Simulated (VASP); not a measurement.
Calculation: LDA (Ceperley-Alder, Perdew-Zunger), VASP's LDA PAW potentials (set 64) (plane waves; VASP 6.6.1).

A VASP calculation is set up with these files.

### POSCAR
```
Sr(GeRu)2
1
   -2.1524130000     2.1524130000     5.1469730000
    2.1524130000    -2.1524130000     5.1469730000
    2.1524130000     2.1524130000    -5.1469730000
Sr Ge Ru
1 2 2
Direct
  0.0000000000   0.0000000000   0.0000000000
  0.6421800000   0.6421800000   0.0000000000
  0.3578200000   0.3578200000   0.0000000000
  0.7500000000   0.2500000000   0.5000000000
  0.2500000000   0.7500000000   0.5000000000
```

INCAR:
```
LMAXMIX=4   # l cut-off of mixed one-centre charges
ENCUT=300
LASPH=T
ALGO=Normal   # blocked Davidson
LREAL=F
NELM=100   # most electronic steps
SYSTEM=Sr(GeRu)2
PREC=Accurate
ISIF=2
ISMEAR=0   # Gaussian
LCHARG=F
EDIFF=1E-6
SIGMA=0.05   # width (eV)
LWAVE=F
```

**KPOINTS**
```
Automatic mesh
0
Gamma
6 6 6
0 0 0
```

POTCAR, in this order: Sr_sv Ge_d Ru_pv (LDA.64 set). Program: vasp_std.

Output

File OSZICAR:
```
       N       E                     dE             d eps       ncg     rms          rms(c)
DAV:   1     0.632501188524E+03    0.63250E+03   -0.26131E+04  2924   0.266E+03
DAV:   2     0.450027514778E+02   -0.58750E+03   -0.57108E+03  2347   0.723E+02
DAV:   3    -0.334180227920E+02   -0.78421E+02   -0.76417E+02  2635   0.173E+02
DAV:   4    -0.372206434973E+02   -0.38026E+01   -0.37853E+01  3341   0.417E+01
DAV:   5    -0.373887111906E+02   -0.16807E+00   -0.16801E+00  3490   0.673E+00    0.260E+01
DAV:   6    -0.365930825930E+02    0.79563E+00   -0.53784E+00  2670   0.124E+01    0.104E+01
DAV:   7    -0.363800440389E+02    0.21304E+00   -0.26219E+00  2796   0.101E+01    0.949E+00
DAV:   8    -0.361860730284E+02    0.19397E+00   -0.87175E-01  2698   0.557E+00    0.167E+00
DAV:   9    -0.361875729439E+02   -0.14999E-02   -0.57334E-02  3808   0.127E+00    0.440E-01
DAV:  10    -0.361862859715E+02    0.12870E-02   -0.92056E-03  2763   0.530E-01    0.156E-01
DAV:  11    -0.361862533527E+02    0.32619E-04   -0.11536E-03  2945   0.192E-01    0.427E-02
DAV:  12    -0.361862530602E+02    0.29247E-06   -0.13703E-04  3358   0.706E-02    0.222E-02
DAV:  13    -0.361862501700E+02    0.28901E-05   -0.31803E-05  2739   0.335E-02    0.781E-03
DAV:  14    -0.361862497465E+02    0.42352E-06   -0.20285E-06  2082   0.126E-02
   1 F= -.36186250E+02 E0= -.36184599E+02  d E =-.330185E-02
```

OUTCAR:
```
------------------------ aborting loop because EDIFF is reached ----------------------------------------
  FORCE on cell =-STRESS in cart. coord.  units (eV):
  Direction    XX          YY          ZZ          XY          YZ          ZX
  --------------------------------------------------------------------------------------
  Total       -2.7545810     -2.7545810     -2.7213586      0.0000000      0.0000000      0.0000000
  in kB      -46.2703769    -46.2703769    -45.7123203      0.0000000      0.0000000      0.0000000
  external PRESSURE =     -46.0843580 kB  Pullay stress =       0.0000000 kB
  volume of cell :       95.38
      direct lattice vectors                 reciprocal lattice vectors
    -2.152413000  2.152413000  5.146973000     0.000000000  0.232297426  0.097144477
     2.152413000 -2.152413000  5.146973000     0.232297426  0.000000000  0.097144477
     2.152413000  2.152413000 -5.146973000     0.232297426  0.232297426  0.000000000
 POSITION                                       TOTAL-FORCE (eV/Angst)
 -----------------------------------------------------------------------------------
      0.00000      0.00000      0.00000         0.000000      0.000000      0.000000
      0.00000      0.00000      6.61057        -0.000000     -0.000000      0.066763
      0.00000      0.00000      3.68338        -0.000000     -0.000000     -0.066763
      0.00000      2.15241      2.57349         0.000000      0.000000      0.000000
      2.15241      0.00000      2.57349         0.000000      0.000000      0.000000
 -----------------------------------------------------------------------------------
    total drift:                               -0.000000      0.000000      0.000000
  FREE ENERGIE OF THE ION-ELECTRON SYSTEM (eV)
  ---------------------------------------------------
  free  energy   TOTEN  =       -36.1862497465 eV

  energy  without entropy=      -36.1829479015  energy(sigma->0) =      -36.18459882
```
(Selected blocks of OUTCAR.)

At this cut-off the stress carries a Pulay error, which pulls relaxed volumes low.

The structure comes from a computed database's Ru2SrGe2 entry (I4/mmm); how it stands against other phases isn't given here. The cell was not relaxed at this level. The k-mesh is coarse (spacing up to 0.34 per Å, 2π included), so the numbers may not be converged in it.
